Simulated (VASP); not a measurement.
Level of theory: r2SCAN meta-GGA, VASP's PBE PAW potentials (set 64) (plane waves; VASP).

VASP input:

**POSCAR**
```
SrVO3
1
    3.8155536819    -0.0000000000    -0.0000000000
    0.0000000000     3.8155536819     0.0000000000
    0.0000000000    -0.0000000000     3.8155536819
Sr V O
1 1 3
Direct
  0.0000000000   0.0000000000   0.0000000000
  0.5000000000   0.5000000000   0.5000000000
  0.5000000000   0.0000000000   0.5000000000
  0.0000000000   0.5000000000   0.5000000000
  0.5000000000   0.5000000000   0.0000000000
```

INCAR:
```
# general
SYSTEM   =  SrVO3
PREC     =  Accurate
ENCUT    =  520
LREAL    =  .FALSE.
LASPH    =  .TRUE.

# electronic loop
EDIFF    =  1E-6
NELM     =  100
ALGO     =  Normal
LMAXMIX  =  4
LMIXTAU  =  .TRUE.

# smearing
ISMEAR   =  1
SIGMA    =  0.1

# functional
METAGGA  =  R2SCAN

# ions
IBRION   =  2
NSW      =  60
ISIF     =  3
EDIFFG   =  -0.02

# output
LWAVE    =  .FALSE.
LCHARG   =  .FALSE.
```

### KPOINTS
```
kpoints
0
G
  7 7 7
0 0 0
```

POTCAR, in this order: Sr_sv V_sv O (PBE.64 set). Program: vasp_std.

The resulting files:

### OUTCAR
```
 ion  position               nearest neighbor table
   1  0.000  0.000  0.000-   3 2.70   4 2.70   5 2.70   3 2.70   4 2.70   4 2.70   5 2.70   4 2.70
                             3 2.70   5 2.70   3 2.70   5 2.70   2 3.30   2 3.30   2 3.30   2 3.30
   2  0.500  0.500  0.500-   3 1.91   4 1.91   5 1.91   5 1.91   3 1.91   4 1.91   1 3.30   1 3.30
                             1 3.30   1 3.30   1 3.30   1 3.30   1 3.30   1 3.30
   3  0.500  0.000  0.500-   2 1.91   2 1.91   1 2.70   1 2.70   1 2.70   1 2.70
   4  0.000  0.500  0.500-   2 1.91   2 1.91   1 2.70   1 2.70   1 2.70   1 2.70
   5  0.500  0.500  0.000-   2 1.91   2 1.91   1 2.70   1 2.70   1 2.70   1 2.70
  LATTYP: Found a simple cubic cell.
 ALAT       =     3.8155536819
 Subroutine PRICEL returns:
 Original cell was already a primitive cell.
 Subroutine GETGRP returns: Found 48 space group operations
The static configuration has the point symmetry O_h .
The dynamic configuration has the point symmetry O_h .
 Subroutine INISYM returns: Found 48 space group operations
 Subroutine IBZKPT returns following result:
 Found     20 irreducible k-points:

 Following reciprocal coordinates:
            Coordinates               Weight
  0.000000  0.000000  0.000000      1.000000
  0.142857  0.000000  0.000000      6.000000
  0.285714  0.000000  0.000000      6.000000
  0.428571  0.000000  0.000000      6.000000
...
```

File OSZICAR:
```
       N       E                     dE             d eps       ncg     rms          rms(c)
DAV:   1     0.433766176776E+03    0.43377E+03   -0.24575E+04   960   0.182E+03
DAV:   2    -0.596973700995E+02   -0.49346E+03   -0.48949E+03  1248   0.505E+02
DAV:   3    -0.850157535193E+02   -0.25318E+02   -0.25249E+02   992   0.129E+02
DAV:   4    -0.859417727398E+02   -0.92602E+00   -0.92473E+00  1736   0.205E+01
DAV:   5    -0.859479941040E+02   -0.62214E-02   -0.62708E-02  1112   0.150E+00    0.429E+01
DAV:   6    -0.632848404936E+02    0.22663E+02   -0.77441E+01  1352   0.785E+01    0.158E+01
DAV:   7    -0.622398708117E+02    0.10450E+01   -0.15043E+01  1088   0.374E+01    0.136E+01
DAV:   8    -0.625916289944E+02   -0.35176E+00   -0.42654E+00  1104   0.174E+01    0.347E+00
DAV:   9    -0.617875465273E+02    0.80408E+00   -0.13525E+00  1072   0.108E+01    0.149E+00
DAV:  10    -0.622585758037E+02   -0.47103E+00   -0.42528E-01   984   0.550E+00    0.831E-01
DAV:  11    -0.623472505352E+02   -0.88675E-01   -0.36513E-02  1184   0.157E+00    0.382E-01
DAV:  12    -0.623403427038E+02    0.69078E-02   -0.47991E-03  1056   0.530E-01    0.263E-01
DAV:  13    -0.623642970886E+02   -0.23954E-01   -0.10208E-02   960   0.105E+00    0.623E-02
DAV:  14    -0.623645296306E+02   -0.23254E-03   -0.27693E-04  1320   0.163E-01    0.301E-02
DAV:  15    -0.623645153841E+02    0.14246E-04   -0.55277E-05  1240   0.660E-02    0.355E-02
DAV:  16    -0.623645678563E+02   -0.52472E-04   -0.56545E-05   976   0.764E-02    0.120E-02
DAV:  17    -0.623645745637E+02   -0.67073E-05   -0.72238E-06   984   0.255E-02    0.357E-03
DAV:  18    -0.623645744394E+02    0.12428E-06   -0.97628E-07   520   0.108E-02
   1 F= -.62364574E+02 E0= -.62363572E+02  d E =-.623646E+02
       N       E                     dE             d eps       ncg     rms          rms(c)
DAV:   1    -0.626353769687E+02   -0.27080E+00   -0.72705E+00   976   0.288E+01    0.594E+00
DAV:   2    -0.624119399996E+02    0.22344E+00   -0.11157E+00  1000   0.111E+01    0.172E+00
DAV:   3    -0.623781157810E+02    0.33824E-01   -0.33124E-01  1032   0.444E+00    0.128E+00
DAV:   4    -0.623644307920E+02    0.13685E-01   -0.50693E-02  1192   0.228E+00    0.335E-01
DAV:   5    -0.623631546197E+02    0.12762E-02   -0.72058E-03  1368   0.663E-01    0.262E-01
DAV:   6    -0.623626230223E+02    0.53160E-03   -0.26046E-03  1296   0.491E-01    0.134E-01
DAV:   7    -0.623631931620E+02   -0.57014E-03   -0.16239E-03   968   0.467E-01    0.659E-02
DAV:   8    -0.623637474598E+02   -0.55430E-03   -0.60638E-04  1264   0.250E-01    0.142E-02
DAV:   9    -0.623637678174E+02   -0.20358E-04   -0.88006E-05  1248   0.795E-02    0.119E-02
DAV:  10    -0.623637795972E+02   -0.11780E-04   -0.43316E-05   976   0.597E-02    0.610E-03
DAV:  11    -0.623637808638E+02   -0.12666E-05   -0.10998E-05   976   0.313E-02    0.242E-03
DAV:  12    -0.623637825921E+02   -0.17283E-05   -0.12351E-06   488   0.120E-02    0.598E-04
DAV:  13    -0.623637826596E+02   -0.67493E-07   -0.89202E-08   480   0.266E-03
   2 F= -.62363783E+02 E0= -.62362739E+02  d E =0.791780E-03
       N       E                     dE             d eps       ncg     rms          rms(c)
DAV:   1    -0.624431045411E+02   -0.79322E-01   -0.19046E+00   976   0.146E+01    0.310E+00
DAV:   2    -0.623810780403E+02    0.62027E-01   -0.24823E-01  1016   0.520E+00    0.780E-01
DAV:   3    -0.623749307081E+02    0.61473E-02   -0.68580E-02   992   0.195E+00    0.605E-01
DAV:   4    -0.623716292016E+02    0.33015E-02   -0.12312E-02  1224   0.113E+00    0.158E-01
DAV:   5    -0.623713450665E+02    0.28414E-03   -0.19240E-03  1480   0.333E-01    0.114E-01
DAV:   6    -0.623713902193E+02   -0.45153E-04   -0.43495E-04  1392   0.186E-01    0.623E-02
DAV:   7    -0.623713797672E+02    0.10452E-04   -0.24445E-04  1032   0.172E-01    0.296E-02
DAV:   8    -0.623715296214E+02   -0.14985E-03   -0.11839E-04  1152   0.115E-01    0.745E-03
DAV:   9    -0.623715340617E+02   -0.44404E-05   -0.19813E-05  1288   0.382E-02    0.580E-03
DAV:  10    -0.623715370933E+02   -0.30316E-05   -0.65468E-06   960   0.229E-02    0.247E-03
DAV:  11    -0.623715368265E+02    0.26675E-06   -0.23428E-06   576   0.150E-02
   3 F= -.62371537E+02 E0= -.62370514E+02  d E =-.696239E-02
```

File OUTCAR:
```
------------------------ aborting loop because EDIFF is reached ----------------------------------------
  FORCE on cell =-STRESS in cart. coord.  units (eV):
  Direction    XX          YY          ZZ          XY          YZ          ZX
  --------------------------------------------------------------------------------------
  Total       -0.0160424     -0.0160424     -0.0160424      0.0000000      0.0000000     -0.0000000
  in kB       -0.4562806     -0.4562806     -0.4562806      0.0000000      0.0000000     -0.0000000
  external PRESSURE =      -0.4562806 kB  Pullay stress =       0.0000000 kB
  volume of cell :       56.33
      direct lattice vectors                 reciprocal lattice vectors
     3.833385162  0.000000000 -0.000000000     0.260866038  0.000000000  0.000000000
    -0.000000000  3.833385162 -0.000000000    -0.000000000  0.260866038 -0.000000000
    -0.000000000  0.000000000  3.833385162     0.000000000  0.000000000  0.260866038
 POSITION                                       TOTAL-FORCE (eV/Angst)
 -----------------------------------------------------------------------------------
      0.00000      0.00000      0.00000         0.000000     -0.000000      0.000000
      1.91669      1.91669      1.91669        -0.000000      0.000000      0.000000
      1.91669      0.00000      1.91669         0.000000     -0.000000      0.000000
     -0.00000      1.91669      1.91669        -0.000000     -0.000000      0.000000
      1.91669      1.91669     -0.00000         0.000000     -0.000000      0.000000
 -----------------------------------------------------------------------------------
    total drift:                                0.000000      0.000000      0.000000
  FREE ENERGIE OF THE ION-ELECTRON SYSTEM (eV)
  ---------------------------------------------------
  free  energy   TOTEN  =       -62.3715368265 eV

  energy  without entropy=      -62.3684669539  energy(sigma->0) =      -62.37051354

 reached required accuracy - stopping structural energy minimisation
```
(Selected blocks of OUTCAR.)

### CONTCAR
```
SrVO3
   1.00000000000000
     3.8333851615465440    0.0000000000000000   -0.0000000000000000
    -0.0000000000000000    3.8333851615465440   -0.0000000000000000
    -0.0000000000000000    0.0000000000000000    3.8333851615465440
  Sr              V               O
     1     1     3
Direct
     0.0000000000000000    0.0000000000000000    0.0000000000000000
     0.5000000000000000    0.5000000000000000    0.5000000000000000
     0.5000000000000000    0.0000000000000000    0.5000000000000000
     0.0000000000000000    0.5000000000000000    0.5000000000000000
     0.5000000000000000    0.5000000000000000    0.0000000000000000
```

The compound is SrVO3 in the cubic perovskite structure. This run relaxes it. Symmetry was kept, so distortions that lower it aren't found. The start is the result of an earlier pass. The run is not spin-polarised, so no magnetic state was tried. The electron count is odd and the run is not spin-polarised, which forces a metal.
